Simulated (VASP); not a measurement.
Data:

```
Li2O
1.0
    0.00000     2.31182     2.31182
    2.31182     0.00000     2.31182
    2.31182     2.31182     0.00000
Li O
2 1
Direct
  0.25000   0.25000   0.25000
  0.75000   0.75000   0.75000
  0.00000   0.00000   0.00000
```

Method: PBE GGA, VASP's PBE PAW potentials (set 64) (plane waves; VASP). Settings: 600 eV cut-off, 10×10×10 Γ-centred mesh, Gaussian smearing of 0.050 eV, potentials Li_sv O.

Energy and stress use the plane-wave basis of the starting cell.

### Question
The ions, cell shape and volume at an external pressure of 5.0 GPa are relaxed. Give the cell that the relaxation ends in.

### Answer

```
Li2O
1.0
    0.00000     2.26755     2.26755
    2.26755     0.00000     2.26755
    2.26755     2.26755     0.00000
Li O
2 1
Cartesian
  1.13377   1.13377   1.13377
  3.40132   3.40132   3.40132
  0.00000   0.00000   0.00000
```
Space group Fm-3m (225), at a tolerance of 0.03 Å.

### Question
How do energy and volume change from the first to the last step?

### Answer
The energy (σ→0) changes by +6.6 meV/atom and the volume by -5.6 %, in 3 ionic steps.

The compound is Li2O in the antifluorite structure. This run relaxes it under an external pressure of 5 GPa. Symmetry was kept, so distortions that lower it aren't found.
